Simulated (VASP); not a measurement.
# Quasiparticle energies of BAs in VASP, part 5 of 8

Aim: the quasiparticle gap of BAs, and what it costs to get it. The cell is of the zinc-blende type, one of the forms listed for this formula. The start is a cell from a database of measured crystal structures.

VASP 6.6.1, plane waves and PAW; the level of theory is named at each step.

So far, quasiparticle gap on the mesh (eV): step 3 (evGW0) 2.00. Also gap on the k-mesh (eV): step 2 (empty bands, functional PBE) 1.26.

**4. evGW (continued)**

Level of this step: evGW on PBE; plane waves and PAW (As_GW, B_GW) (VASP).

Parts of OUTCAR (step 4):

```text
The static configuration has the point symmetry T_d .

 Found     16 irreducible k-points:

   NELECT =       8.0000    total number of electrons

 E-fermi :   6.8067

 QP shifts <psi_nk| G(iteration)W_0 |psi_nk>: iteration 2
 k-point   1 :       0.0000    0.0000    0.0000
  band No. old QP-enery  QP-energies   sigma(KS)   T+V_ion+V_H  V^pw_x(r,r')   Z            occupation Imag(sigma)
      1     -10.0167     -10.3639     -12.9273       2.4183     -19.6016       0.7053       2.0000       1.0377
      2       5.5617       5.4414     -13.3490      18.7608     -13.9902       0.8024       2.0000       0.0255
      3       5.5617       5.4414     -13.3490      18.7608     -13.9902       0.8024       2.0000       0.0255
      4       5.5617       5.4414     -13.3490      18.7608     -13.9902       0.8024       2.0000       0.0255
      5       9.6752       9.7315     -11.0846      20.8302      -6.7578       0.7983       0.0000      -0.0585
      6       9.6752       9.7315     -11.0846      20.8302      -6.7578       0.7983       0.0000      -0.0585
      7       9.6752       9.7315     -11.0846      20.8302      -6.7578       0.7983       0.0000      -0.0585
      8      11.2872      11.3931     -12.0243      23.4487      -6.6662       0.7719       0.0000      -0.0850
    ...

 k-point   2 :       0.1667    0.0000    0.0000
  band No. old QP-enery  QP-energies   sigma(KS)   T+V_ion+V_H  V^pw_x(r,r')   Z            occupation Imag(sigma)
      1      -9.5613      -9.8954     -12.9402       2.9118     -19.4607       0.7151       2.0000       0.9886
      2       2.5233       2.3489     -12.9568      15.2584     -14.5714       0.7864       2.0000       0.0380
      3       4.8737       4.7443     -13.1826      17.8946     -14.0149       0.8000       2.0000       0.0265
      4       4.8737       4.7443     -13.1826      17.8946     -14.0149       0.8000       2.0000       0.0265
      5       9.7145       9.7770     -11.2972      21.0904      -6.7505       0.7944       0.0000      -0.0646
      6      10.5719      10.6401     -11.2169      21.8748      -6.6000       0.7929       0.0000      -0.0647
      7      10.5719      10.6401     -11.2169      21.8748      -6.6000       0.7929       0.0000      -0.0647
      8      13.1315      13.2496     -11.7554      25.0417      -6.0004       0.7629       0.0000      -0.1114
    ...

 k-point   3 :       0.3333    0.0000    0.0000
  band No. old QP-enery  QP-energies   sigma(KS)   T+V_ion+V_H  V^pw_x(r,r')   Z            occupation Imag(sigma)
      1      -8.2613      -8.5731     -13.0234       4.3327     -19.0884       0.7261       2.0000       0.8250
      2      -1.3323      -1.6020     -12.7405      11.0472     -16.0098       0.7470       2.0000       0.1281
      3       4.0003       3.8533     -13.1684      16.9839     -14.3613       0.7956       2.0000       0.0302
      4       4.0003       3.8533     -13.1684      16.9839     -14.3613       0.7956       2.0000       0.0302
      5       9.2383       9.2951     -11.3253      20.6350      -6.8115       0.7955       0.0000      -0.0652
      6      11.2132      11.2901     -10.8618      22.1722      -5.9786       0.7905       0.0000      -0.0742
      7      11.2132      11.2901     -10.8618      22.1722      -5.9786       0.7905       0.0000      -0.0742
      8      15.0249      15.1550     -10.4816      25.6786      -4.1423       0.7558       0.0000      -0.1779
    ...

 QP shifts <psi_nk| G(iteration)W_0 |psi_nk>: iteration 3
 k-point   1 :       0.0000    0.0000    0.0000
  band No. old QP-enery  QP-energies   sigma(KS)   T+V_ion+V_H  V^pw_x(r,r')   Z            occupation Imag(sigma)
      1     -10.3639     -10.4930     -12.9642       2.4183     -19.6016       0.7092       2.0000       1.0116
      2       5.4414       5.4159     -13.3510      18.7608     -13.9902       0.8066       2.0000       0.0250
      3       5.4414       5.4159     -13.3510      18.7608     -13.9902       0.8066       2.0000       0.0250
      4       5.4414       5.4159     -13.3510      18.7608     -13.9902       0.8066       2.0000       0.0250
      5       9.7315       9.7504     -11.0752      20.8302      -6.7578       0.8021       0.0000      -0.0573
      6       9.7315       9.7504     -11.0752      20.8302      -6.7578       0.8021       0.0000      -0.0573
      7       9.7315       9.7504     -11.0752      20.8302      -6.7578       0.8021       0.0000      -0.0573
      8      11.3931      11.4261     -12.0130      23.4487      -6.6662       0.7764       0.0000      -0.0827
    ...

 QP shifts <psi_nk| G(iteration)W_0 |psi_nk>: iteration 4
 k-point   1 :       0.0000    0.0000    0.0000
  band No. old QP-enery  QP-energies   sigma(KS)   T+V_ion+V_H  V^pw_x(r,r')   Z            occupation Imag(sigma)
      1     -10.4930     -10.5359     -12.9716       2.4183     -19.6016       0.7123       2.0000       1.0074
      2       5.4159       5.4104     -13.3517      18.7608     -13.9902       0.8079       2.0000       0.0249
      3       5.4159       5.4104     -13.3517      18.7608     -13.9902       0.8079       2.0000       0.0249
      4       5.4159       5.4104     -13.3517      18.7608     -13.9902       0.8079       2.0000       0.0249
      5       9.7504       9.7571     -11.0714      20.8302      -6.7578       0.8029       0.0000      -0.0569
      6       9.7504       9.7571     -11.0714      20.8302      -6.7578       0.8029       0.0000      -0.0569
      7       9.7504       9.7571     -11.0714      20.8302      -6.7578       0.8029       0.0000      -0.0569
      8      11.4261      11.4372     -12.0083      23.4487      -6.6662       0.7777       0.0000      -0.0821
    ...

[... 16 parts as in an earlier step ...]

[... 19 further parts left out ...]
```

This step gave:

```
quasiparticle gap on the mesh                 : 2.099 eV
smallest direct quasiparticle gap on the mesh : 4.347 eV
```

QP gap by iteration, by row:

```
iteration  gap (eV)  direct gap (eV)
        1     1.906            4.114
        2     2.052             4.29
        3     2.089            4.335
        4     2.099            4.347
```

GW takes the gap from 1.265 to 2.099 eV. That is +102 meV against evGW0 on PBE. The last pass still moved it by +10 meV. Spin-orbit coupling is left out. The value holds for 176 bands, ENCUTGW = 200 eV and this mesh, and isn't shown to be converged in them.

[end of part 5 of 8]

[Lines on the potential files, build, host, timing and source positions are cut from VASP's logs without a mark.]

[Logs are printed without paths, hosts, clocks, repeated set-up lines and the standing remarks that a program may print on its own settings, such as how far it seeks lower states.]

[Hosts, paths, dates, database ids (printed as entryN), source tags and the programs' standing remarks are cut or masked in the printed files.]

[Pressures printed for these runs are not shown converged in the cutoff: they can be off by several GPa and have the wrong sign.]
